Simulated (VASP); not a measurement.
# C under biaxial strain in the (111) plane

How do the elastic response and the band edges of C follow biaxial strain in the (111) plane?

Main program and level: VASP 6.6.1; LDA; plane waves and PAW (C), in the first sound run; inputs show where later runs differ.

Most raw output is cut from this account.

### Step 1. The starting structure

It takes space group Fd-3m (No. 227, cubic). Conventional cell: a = 3.567 Å, b = 3.567 Å, c = 3.567 Å, α = 90.00°, β = 90.00°, γ = 90.00°. Nearest to C lie 4 C at 1.54 Å.

### Step 2. Relax the crystal, LDA

The series starts from the cell that this level prefers, so that zero strain is near zero stress.

This step took 2 runs in a row; the last is shown.

Level: LDA; plane waves and PAW (C).

The input, INCAR:

```
SYSTEM = C
PREC = Accurate
ENCUT = 600
EDIFF = 1E-07
NELM = 120
ISMEAR = 0
SIGMA = 0.02
LREAL = .FALSE.
ALGO = Normal
GGA = CA
NBANDS = 10
LASPH = .TRUE.
LORBIT = 11
LWAVE = .FALSE.
LCHARG = .FALSE.
KPAR = 8
IBRION = 2
NSW = 40
ISIF = 3
EDIFFG = -0.005
POTIM = 0.4
```

The input, POSCAR:

```
C
1.0
    0.0000000000      1.7668691223      1.7668691223
    1.7668691223      0.0000000000      1.7668691223
    1.7668691223      1.7668691223      0.0000000000
C
2
Direct
    0.0000000000      0.0000000000      0.0000000000
    0.2500000000      0.2500000000      0.2500000000
```

The input, KPOINTS:

```
Automatic mesh
0
Gamma
14 14 14
0 0 0
```

Potentials, in the order of the species: C (LDA family, release 64).

The run is started by

```
$ mpirun -np 8 vasp_std
```

Elapsed: 2.8 s, on 8 MPI ranks of Intel Xeon Platinum 8175M at 2.50GHz (Skylake/Cascade Lake), shared host; peak memory 0.89 GiB; 17 s of CPU time.

This run gave:

| Property | Result |
| --- | --- |
| energy(sigma→0) of the program | -20.2522 eV |
| stress, compression positive | 0.04 along [111], 0.04 across it (mean), GPa |
| volume | 11.032 Å³ |
| ionic steps | 1 |

### Step 3. Strain along the normal, LDA

One member in full: the plane is strained by -2 %, and the strain along the normal is moved by secant steps until the normal stress is under 0.012 GPa or five steps are spent; the atoms relax at each step.

This step took 4 runs, each at a new trial strain with the atoms of the one before; the last is shown.

Level: LDA; plane waves and PAW (C).

Edit INCAR of step 2 so:

```diff
@@ -15,7 +15,7 @@
 LCHARG = .FALSE.
-KPAR = 8
-IBRION = 2
-NSW = 40
-ISIF = 3
-EDIFFG = -0.005
-POTIM = 0.4
+KPAR = 2
+IBRION = 1
+NSW = 25
+ISIF = 2
+EDIFFG = -0.004
+POTIM = 0.3
```

The input, POSCAR:

```
C
1.0
    0.0264315860      1.7579633260      1.7579633260
    1.7579633260      0.0264315860      1.7579633260
    1.7579633260      1.7579633260      0.0264315860
C
2
Direct
    0.0002864223      0.0002864223      0.0002864223
    0.2497135777      0.2497135777      0.2497135777
```

KPOINTS is that of step 2.

The run is started by

```
$ mpirun -np 2 vasp_std
```

Wall time 15 s (2 MPI ranks); peak memory 0.26 GiB; 29 s of CPU time.

Read from the output:

```
energy(sigma→0) of the program : -20.2116 eV
stress, compression positive   : 0.00 along [111], 28.98 across it (mean), GPa
ionic steps                    : 1
```

### Step 4. Band edges, TB-mBJ

Short lines in KPOINTS_OPT sample the zone centre along and across the normal of the plane, for masses, and the other valleys.

Level: TB-mBJ; plane waves and PAW (C).

TB-mBJ has no energy functional, so the total energy, stress and pressure in this output mean nothing.

The input, INCAR:

```
SYSTEM = C
PREC = Accurate
ENCUT = 600
EDIFF = 1E-06
NELM = 150
ISMEAR = 0
SIGMA = 0.02
LREAL = .FALSE.
ALGO = Normal
METAGGA = MBJ
LASPH = .TRUE.
NBANDS = 9
LWAVE = .FALSE.
LCHARG = .FALSE.
KPAR = 2
```

POSCAR is that of step 3.

The input, KPOINTS:

```
Automatic mesh
0
Gamma
11 11 11
0 0 0
```

The input, KPOINTS_OPT:

```
Line mode
6
Line-mode
Reciprocal
  0.00000000   0.00000000   0.00000000
  0.01627504   0.01627504   0.01627504

  0.00000000   0.00000000   0.00000000
 -0.00974329   0.00974329   0.00000000

  0.31000000   0.31000000   0.00000000
  0.50000000   0.50000000   0.00000000

  0.00000000   0.31000000   0.31000000
  0.00000000   0.50000000   0.50000000

  0.45000000   0.45000000   0.45000000
  0.50000000   0.50000000   0.50000000

  0.45000000   0.00000000   0.00000000
  0.50000000   0.00000000   0.00000000

  0.42500000   0.42500000   0.00000000
  0.42521034   0.43898943   0.01398943

  0.50000000   0.50000000   0.50000000
  0.49025671   0.50974329   0.50000000
```

The run is started by

```
$ mpirun -np 2 vasp_std
```

Run time: 30 s. Hardware: 2 MPI ranks; peak memory 0.28 GiB; 58 s of CPU time.

### Step 5. Band edges, r2SCAN

Level: r2SCAN; plane waves and PAW (C).

Edit INCAR of step 4 so:

```diff
@@ -4,3 +4,3 @@
 EDIFF = 1E-06
-NELM = 150
+NELM = 100
 ISMEAR = 0
@@ -9,3 +9,3 @@
 ALGO = Normal
-METAGGA = MBJ
+METAGGA = R2SCAN
 LASPH = .TRUE.
```

POSCAR is that of step 4.

KPOINTS is that of step 4.

KPOINTS_OPT is that of step 4.

The run is started by

```
$ mpirun -np 2 vasp_std
```

Wall time 38 s (2 MPI ranks); peak memory 0.27 GiB; 75 s of CPU time.

Numbers from this step:

- energy(sigma→0) of the program: -37.5520 eV
- stress, compression positive: 9.68 along [111], 39.94 across it (mean), GPa

The run ends at a pressure of 29.86 GPa, with forces up to 0.023 eV/Å.

### Step 6. All members

Runs beyond LDA use the data sets made with LDA; this shifts their levels slightly, and their total energies have another zero (at TB-mBJ, which has no energy functional, they mean nothing).

The other members went through these steps as far as the tables show, with the same cutoff and, step by step, the same mesh; 46 runs are not shown. The session took 0.72 core hours (wall time by ranks) on a shared machine.

```csv
in-plane strain (%),strain along the normal (%),"in-plane stress, tension positive (GPa)",energy above the unstrained row (meV/atom),"gap on the mesh, LDA (eV)"
-2.000,0.244,-28.977,20.305,4.193
-1.500,0.182,-21.262,11.500,4.193
-1.000,0.121,-13.873,5.238,4.189
-0.500,0.061,-6.798,1.413,4.180
0,0.003,-0.035,0.000,4.166
0.500,-0.055,6.434,0.818,4.129
1.000,-0.110,12.612,3.866,4.094
1.500,-0.165,18.511,9.034,4.060
2.000,-0.218,24.137,16.252,4.027
```

Slopes at zero strain, from cubics through all rows: strain ratio -0.116, stress over strain 1323 GPa.

Band edges at TB-mBJ, counted from the valence-band top at Γ, with one row partly withheld:

| in-plane strain (%) | gap (eV) | conduction band at Γ (eV) | Δ or X valley along z (eV) | Δ or X valley along x (eV) | lowest conduction level at L, [111] (eV) | lowest conduction level at L, [-111] (eV) | second valence level below the top (eV) | third valence level below the top (eV) |
| --- | --- | --- | --- | --- | --- | --- | --- | --- |
| -2.000 | 4.994 | 6.306 | 4.990 | 4.990 | 9.893 | 9.352 | 0.000 | 0.145 |
| -1.500 | 5.001 | 6.414 | 4.999 | 4.999 | 9.826 | 9.426 | 0.000 | 0.098 |
| -1.000 | 5.003 | 6.516 | 5.001 | 5.001 | 9.759 | 9.497 | 0.000 | 0.059 |
| -0.500 | 5.000 | 6.610 | 4.998 | 4.998 | 9.691 | 9.566 | 0.000 | 0.026 |
| 0 | 4.992 | 6.698 | 4.991 | 4.991 | 9.623 | 9.623 | 0.000 | 0.000 |
| 0.500 | 4.960 | 6.607 | 4.959 | 4.959 | 9.437 | 9.534 | 0.020 | 0.020 |
| 1.000 | 4.930 | 6.521 | 4.928 | 4.928 | ? | 9.431 | 0.033 | 0.033 |
| 1.500 | 4.901 | 6.439 | 4.900 | 4.900 | 8.928 | 9.314 | 0.042 | 0.042 |
| 2.000 | 4.875 | 6.362 | 4.873 | 4.873 | 8.685 | 9.200 | 0.045 | 0.045 |

Band edges at r2SCAN, counted from the valence-band top at Γ:

| in-plane strain (%) | gap (eV) | conduction band at Γ (eV) | Δ or X valley along z (eV) | Δ or X valley along x (eV) | lowest conduction level at L, [111] (eV) | lowest conduction level at L, [-111] (eV) | second valence level below the top (eV) | third valence level below the top (eV) |
| --- | --- | --- | --- | --- | --- | --- | --- | --- |
| -2.000 | 4.401 | 5.502 | 4.399 | 4.399 | 9.264 | 8.763 | 0.000 | 0.140 |
| -1.500 | 4.404 | 5.614 | 4.404 | 4.404 | 9.196 | 8.830 | 0.000 | 0.095 |
| -1.000 | 4.401 | 5.718 | 4.402 | 4.402 | 9.127 | 8.892 | 0.000 | 0.057 |
| -0.500 | 4.394 | 5.817 | 4.395 | 4.395 | 9.057 | 8.946 | 0.000 | 0.025 |
| 0 | 4.382 | 5.909 | 4.383 | 4.383 | 8.987 | 8.987 | 0.000 | 0.000 |
| 0.500 | 4.346 | 5.818 | 4.347 | 4.347 | 8.899 | 8.897 | 0.019 | 0.019 |
| 1.000 | 4.312 | 5.732 | 4.313 | 4.313 | 8.816 | 8.810 | 0.032 | 0.032 |
| 1.500 | 4.280 | 5.651 | 4.280 | 4.280 | 8.689 | 8.726 | 0.039 | 0.039 |
| 2.000 | 4.249 | 5.574 | 4.249 | 4.249 | 8.433 | 8.646 | 0.041 | 0.041 |

### Step 7. A fit to the known rows

The quantity to fit is the splitting of the lowest conduction levels at the L points ([111] less [-111]) at TB-mBJ: 0.541, 0.400, 0.262, 0.125, 0.001, -0.097, -0.386, -0.514 eV in the rows shown.

Fitting a parabola to the 8 known rows (d: strain along the axis less the strain across it, in %) gives E = 5.34e-4 d² + 0.2339 d + 0.005903 in eV; the residuals are 0.011 eV r.m.s.

For the withheld row, d = -1.110, the fit gives -0.2531 eV.

### Step 8. Checking the prediction

The calculation gives -0.2534 eV, so the prediction is 0.0003 eV too high.

The rows do not lie on one parabola (a picked bound of 1 % of their span for the r.m.s. residual). Levels that cross, a degenerate level that splits or an edge that moves to another point can do that; which it is was not traced. So the linear term is no slope at zero strain, and none is listed.

### Step 9. Results

* ratio of normal to in-plane strain: -0.116
* biaxial modulus: 1323 GPa
* gap of the unstrained cell, TB-mBJ: 4.99 eV
* gap of the unstrained cell, r2SCAN: 4.38 eV
* error of the predicted row: 0.3 meV

**Reading.** As a check, the curvature of the energy gives 1326 GPa for the same modulus (energy per volume = M × strain²), 0 % from the slope of the stress. The energy also has a linear term worth 0.83 GPa that the stress column lacks, a mark of the finite basis. At TB-mBJ the lowest conduction valley is Δ or X throughout, and the gap runs between 4.87 and 5.00 eV. At r2SCAN the lowest conduction valley is Δ or X throughout, and the gap runs between 4.25 and 4.40 eV. Hole masses are left out throughout, since the top bands are degenerate or cross in many series; of conduction masses, those of the Γ, L and (for Si and Ge under (001) strain) Δ valleys are kept where they change by under an eighth between rows. A measured gap of unstrained C is 5.5 eV (arxiv:1902.02958, band gap, experimental literature value, temperature not given); the static gaps here belong to the lattice relaxed at LDA. TB-mBJ is a potential fitted for gaps; it has no energy functional, so its total energies and forces mean nothing, and its bands tend to come out too narrow. r2SCAN opens gaps somewhat over GGA but leaves them below measured values as a rule. Spin-orbit coupling is left out at TB-mBJ and r2SCAN, so the valence splittings there lack it. Δ or X levels are the lowest on their line, refined by a parabola unless they lie at X; the gap is read from all points sampled and can differ from the lowest valley by some meV, or by tens of meV where strain moves the valence top off Γ. Temperature, zero-point motion and excitons are left out.

[Lines on the potential files, build, host, timing and source positions are cut from VASP's logs without a mark.]

[Logs are printed without paths, hosts, clocks, repeated set-up lines and the standing remarks that a program may print on its own settings, such as how far it seeks lower states.]

[Hosts, paths, dates, database ids (printed as entryN), source tags and the programs' standing remarks are cut or masked in the printed files.]

[In band tables of VASP the shares of atoms and orbitals are scaled to a sum of 1 inside the atoms' spheres.]
